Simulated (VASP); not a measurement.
Consider the following.

```
AsB
1.0
    0.00000     2.43206     2.43206
    2.43206     0.00000     2.43206
    2.43206     2.43206     0.00000
B As
1 1
Direct
  0.00000   0.00000   0.00000
  0.25000   0.25000   0.25000
```

Method: PBE0 hybrid, VASP's PBE PAW potentials (set 64) (plane waves; VASP). Settings: 520 eV cut-off, 8×8×8 Γ-centred mesh, Gaussian smearing of 0.050 eV, potentials B As.

Problem. Give the stress tensor in GPa (positive for a compressed cell).

Solution. 
```
-7.78   0.00   0.00
 0.00  -7.78   0.00
 0.00   0.00  -7.78
```
The pressure is its mean diagonal, -7.78 GPa.

The compound is BAs in the zinc blende structure. This cell is one point of a volume scan, at 1.03 of the reference volume. The cell's shape comes from a PBE relaxation.
